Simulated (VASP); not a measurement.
# Na (Im-3m) in VASP: elastic constants with LDA

Aim: the elastic constants of Na with LDA.

All numbers are computed with VASP 6.6.1; they aren't measurements. Logs are shortened: lines on timing, memory, paths and dates and some standing lists are left out, and cuts for length are marked.

## (1) The crystal as given

It takes space group Im-3m (No. 229, cubic). The conventional cell has a = 4.235 Å, b = 4.235 Å, c = 4.235 Å, α = 90.00°, β = 90.00°, γ = 90.00°. Na (site symmetry m-3m) has 8 Na at 3.67 Å as nearest neighbours.

## (2) Elastic constants, LDA

POSCAR reads:

```
Na
1.0
   -2.1175000000      2.1175000000      2.1175000000
    2.1175000000     -2.1175000000      2.1175000000
    2.1175000000      2.1175000000     -2.1175000000
Na
1
Direct
    0.0000000000      0.0000000000      0.0000000000
```

INCAR.step1 reads:

```
PREC = Accurate
ENCUT = 580
EDIFF = 1E-8
ISMEAR = 0
SIGMA = 0.1
LREAL = F
LASPH = T
NELM = 60
ALGO = Fast
ISIF = 3
LWAVE = F
LCHARG = F
IBRION = 2
NSW = 40
EDIFFG = -0.002
```

INCAR.step2 reads:

```
PREC = Accurate
ENCUT = 580
EDIFF = 1E-8
ISMEAR = 0
SIGMA = 0.1
LREAL = F
LASPH = T
NELM = 60
ALGO = Fast
ISIF = 3
LWAVE = F
LCHARG = F
IBRION = 6
NFREE = 2
POTIM = 0.015
NSW = 1
```

KPOINTS reads:

```
regular mesh
0
Gamma
  14 14 14
```

Potentials or basis: VASP PAW LDA potentials, release 64 (Na).

Command:

```bash
cat potpaw_LDA.64/Na/POTCAR > POTCAR
cp INCAR.step1 INCAR
mpirun -np 1 vasp_std > vasp.out
cp CONTCAR POSCAR
cp INCAR.step2 INCAR
mpirun -np 1 vasp_std > vasp.out
```

OUTCAR:

```text
PREC = Accurate
   ENCUT = 580
   EDIFF = 1E-8
   ISMEAR = 0
   LREAL = F
   LASPH = T
   NELM = 60
   ISIF = 3
   IBRION = 6
   NFREE = 2
   POTIM = 0.015
   NSW = 1

 ion  position               nearest neighbor table
   1  0.000  0.000  0.000-

  LATTYP: Found a body centered cubic cell.
 ALAT       =     4.0559064095

  Lattice vectors:

 A1 = (  -2.0279532048,   2.0279532048,   2.0279532048)
 A2 = (   2.0279532048,  -2.0279532048,   2.0279532048)
 A3 = (   2.0279532048,   2.0279532048,  -2.0279532048)

Analysis of symmetry for initial positions (statically):
=====================================================================
 Subroutine PRICEL returns:
 Original cell was already a primitive cell.

 Routine SETGRP: Setting up the symmetry group for a
 body centered cubic supercell.

 Subroutine GETGRP returns: Found 48 space group operations
 (whereof 48 operations were pure point group operations)
 out of a pool of 48 trial point group operations.

The static configuration has the point symmetry O_h .

Analysis of symmetry for dynamics (positions and initial velocities):
=====================================================================
 Subroutine PRICEL returns:
 Original cell was already a primitive cell.

 Routine SETGRP: Setting up the symmetry group for a
 body centered cubic supercell.

 Subroutine GETGRP returns: Found 48 space group operations
 (whereof 48 operations were pure point group operations)
 out of a pool of 48 trial point group operations.

The dynamic configuration has the point symmetry O_h .

 Subroutine INISYM returns: Found 48 space group operations
 (whereof 48 operations are pure point group operations),
 and found     1 'primitive' translations

[... 330 lines left out ...]

 E-fermi :   0.7645     XC(G=0):  -6.7078

 val. band max:        0.7367146885   @ k =  -0.3571   0.4286   0.1429
 cond. band min:       0.8232088433   @ k =   0.3571   0.0714   0.0714
 fundamental gap:      0.0864941548
 Fermi energy:         0.7645330069

 k-point     1 :       0.0000    0.0000    0.0000
  band No.  band energies     occupation
      1      -2.7174      2.00000
      2      13.1201      0.00000
      3      13.1201      0.00000
      4      13.1201      0.00000
[... 155 lines left out ...]
 k-point    24 :       0.3571    0.2857    0.0000
  band No.  band energies     occupation
      1       2.6062      0.00000
      2       3.0494      0.00000
      3       4.4243      0.00000
      4       9.2186      0.00000

 [... further k-points ...]

------------------------ aborting loop because EDIFF is reached ----------------------------------------

  FORCE on cell =-STRESS in cart. coord.  units (eV):
  Direction    XX          YY          ZZ          XY          YZ          ZX
  --------------------------------------------------------------------------------------
  -------------------------------------------------------------------------------------
  Total       -0.0002926     -0.0002926     -0.0002926      0.0000000     -0.0000000      0.0000000
  in kB       -0.0140543     -0.0140543     -0.0140543      0.0000000     -0.0000000      0.0000000
  external PRESSURE =      -0.0140543 kB  Pullay stress =       0.0000000 kB
[... 16 lines left out ...]
  FREE ENERGIE OF THE ION-ELECTRON SYSTEM (eV)
  ---------------------------------------------------
  free  energy   TOTEN  =        -1.4556013509 eV

  energy  without entropy=       -1.4526768491  energy(sigma->0) =       -1.45413910

 INTERNAL STRAIN TENSORS FROM STRAINED CELLS
 ============================================

 INTERNAL STRAIN TENSOR FOR ION    1 for displacements in x,y,z  (eV/Angst):
          X           Y           Z          XY          YZ          ZX
  --------------------------------------------------------------------------------
  x    -0.00000    -0.00000     0.00000     0.00000    -0.00000     0.00000
  y     0.00000    -0.00000    -0.00000     0.00000     0.00000     0.00000
  z    -0.00000     0.00000     0.00000    -0.00000     0.00000    -0.00000

 INTERNAL STRAIN TENSORS FROM DISPLACED ATOMS
 ============================================

 INTERNAL STRAIN TENSOR FOR ION    1 for displacements in x,y,z  (eV/Angst):
          X           Y           Z          XY          YZ          ZX
  --------------------------------------------------------------------------------
  x     0.00000     0.00000     0.00000     0.00000     0.00000     0.00000
  y     0.00000     0.00000     0.00000     0.00000     0.00000     0.00000
  z     0.00000     0.00000     0.00000     0.00000     0.00000     0.00000

 Eigenvectors and eigenvalues of the dynamical matrix
 ----------------------------------------------------

   1 f  =    0.000000 THz     0.000000 2PiTHz    0.000000 cm-1     0.000000 meV
             X         Y         Z           dx          dy          dz
      0.000000  0.000000  0.000000     1.000000    0.000000    0.000000

   2 f  =    0.000000 THz     0.000000 2PiTHz    0.000000 cm-1     0.000000 meV
             X         Y         Z           dx          dy          dz
      0.000000  0.000000  0.000000     0.000000    1.000000    0.000000

   3 f  =    0.000000 THz     0.000000 2PiTHz    0.000000 cm-1     0.000000 meV
             X         Y         Z           dx          dy          dz
      0.000000  0.000000  0.000000     0.000000    0.000000    1.000000

--------------------------------------------------------------------------------------------------------

 ELASTIC MODULI CONTR FROM IONIC RELAXATION (kBar)
 Direction    XX          YY          ZZ          XY          YZ          ZX
 --------------------------------------------------------------------------------
 XX           0.0000      0.0000      0.0000      0.0000      0.0000      0.0000
 YY           0.0000      0.0000      0.0000      0.0000      0.0000      0.0000
 ZZ           0.0000      0.0000      0.0000      0.0000      0.0000      0.0000
 XY           0.0000      0.0000      0.0000      0.0000      0.0000      0.0000
 YZ           0.0000      0.0000      0.0000      0.0000      0.0000      0.0000
 ZX           0.0000      0.0000      0.0000      0.0000      0.0000      0.0000
 --------------------------------------------------------------------------------

 TOTAL ELASTIC MODULI (kBar)
 Direction    XX          YY          ZZ          XY          YZ          ZX
 --------------------------------------------------------------------------------
 XX          84.4451     97.0834     97.0834     -0.0000      0.0000     -0.0000
 YY          97.0834     84.4451     97.0834     -0.0000     -0.0000      0.0000
 ZZ          97.0834     97.0834     84.4451      0.0000      0.0000      0.0000
 XY          -0.0000     -0.0000      0.0000     53.1881      0.0000     -0.0000
 YZ           0.0000     -0.0000      0.0000      0.0000     53.1881      0.0000
 ZX          -0.0000      0.0000      0.0000     -0.0000      0.0000     53.1881
 --------------------------------------------------------------------------------
```

It took 2.7 min on 1 thread of Intel Xeon 6975P-C (Granite Rapids), shared host; peak memory 0.31 GiB.

What came out:

- Relaxed volume: 33.36 Å³/atom
- Relaxed cell: a = 3.513 Å, b = 3.513 Å, c = 3.513 Å, α = 109.47°, β = 109.47°, γ = 109.47°
- Space group after relaxing (to 0.05 Å): Im-3m (No. 229)
- Elastic constants C11, C12, C44: 8, 10, 5 GPa
- Voigt bulk modulus: 9 GPa

The path:
| step | energy change (eV) | largest force (eV/Å) | pressure (GPa) | volume (Å³) |
| --- | --- | --- | --- | --- |
| 1 | 0.0000 | 0.0000 | -0.94 | 37.98 |
| 2 | -0.0065 | 0.0000 | -0.75 | 36.76 |
| 3 | -0.0146 | 0.0000 | -0.21 | 34.14 |
| 4 | -0.0151 | 0.0000 | 0.02 | 33.27 |
| 5 | -0.0151 | 0.0000 | 0.00 | 33.36 |

Final structure:
```cif
data_structure
_symmetry_space_group_name_H-M 'P 1'
_symmetry_Int_Tables_number 1
_cell_length_a 3.5125
_cell_length_b 3.5125
_cell_length_c 3.5125
_cell_angle_alpha 109.471
_cell_angle_beta 109.471
_cell_angle_gamma 109.471
_cell_volume 33.36
loop_
_atom_site_label
_atom_site_type_symbol
_atom_site_fract_x
_atom_site_fract_y
_atom_site_fract_z
_atom_site_occupancy
Na1 Na 0.00000 0.00000 0.00000 1
```

Elastic tensor in Voigt notation (GPa, in the Cartesian axes of the cell as first typed):
```
 8 10 10  0  0  0
10  8 10  0  0  0
10 10  8  0  0  0
 0  0  0  5  0  0
 0  0  0  0  5  0
 0  0  0  0  0  5
```

Clamped-ion elastic tensor (GPa):
```
 8 10 10  0  0  0
10  8 10  0  0  0
10 10  8  0  0  0
 0  0  0  5  0  0
 0  0  0  0  5  0
 0  0  0  0  0  5
```

Caveat: the elastic tensor has a negative eigenvalue, so either the cell is unstable as it stands or the mesh is too thin.
